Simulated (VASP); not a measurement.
A convergence study with VASP on Te (trig): one setting is varied, all else stays as given below, so the limit is that of these other settings.

```
Te
1.0
    2.23000    -3.86247     0.00000
    2.23000     3.86247     0.00000
    0.00000     0.00000     5.93000
Te
3
Cartesian
  0.58649   1.01583   3.95334
  3.28702   0.00000   0.00000
  0.58649  -1.01583   1.97666
```

Computed with PBE GGA, VASP's PBE PAW potentials (set 64) (plane waves; VASP). The tightest run used: 550 eV cut-off, 11×11×6 Monkhorst-Pack mesh, Gaussian smearing of 0.050 eV, potentials Te.

The settings run are 1×1×1 mesh; 2×2×1 mesh; 3×3×2 mesh; 4×4×2 mesh; 5×5×3 mesh; 6×6×3 mesh; 7×7×4 mesh; 8×8×5 mesh; 9×9×5 mesh; 10×10×6 mesh; 11×11×6 mesh. From which on does the energy per atom stay within 0.01 eV/atom of the tightest run?

From 4×4×2 mesh on: it is off by 0.0042 there and by no more than 0.01 in any finer run, while 3×3×2 mesh is off by 0.0432.
| setting | E (eV/atom) | pressure (GPa) | largest force (eV/Å) | irreducible k-points | difference judged (eV/atom) |
|---|---|---|---|---|---|
| 1×1×1 mesh | -0.5657 | 21.54 | 0.888 | 1 | 2.5687 |
| 2×2×1 mesh | -3.4584 | -0.89 | 0.249 | 2 | 0.3240 |
| 3×3×2 mesh | -3.1776 | 1.39 | 0.563 | 4 | 0.0432 |
| 4×4×2 mesh | -3.1302 | 2.04 | 0.309 | 10 | 0.0042 |
| 5×5×3 mesh | -3.1322 | 2.01 | 0.340 | 12 | 0.0022 |
| 6×6×3 mesh | -3.1328 | 1.99 | 0.348 | 33 | 0.0016 |
| 7×7×4 mesh | -3.1339 | 1.98 | 0.332 | 24 | 0.0004 |
| 8×8×5 mesh | -3.1341 | 1.97 | 0.326 | 92 | 0.0002 |
| 9×9×5 mesh | -3.1340 | 1.98 | 0.325 | 50 | 0.0004 |
| 10×10×6 mesh | -3.1343 | 1.97 | 0.325 | 165 | 0.0001 |
| 11×11×6 mesh | -3.1344 | 1.97 | 0.326 | 78 | 0.0000 |

Left out are rungs that failed or repeat a setting and relaxations that didn't move; long series are thinned to 24 rows.

The compound is Te in the trig structure. The cell was not relaxed at this level, forces remain on its atoms.
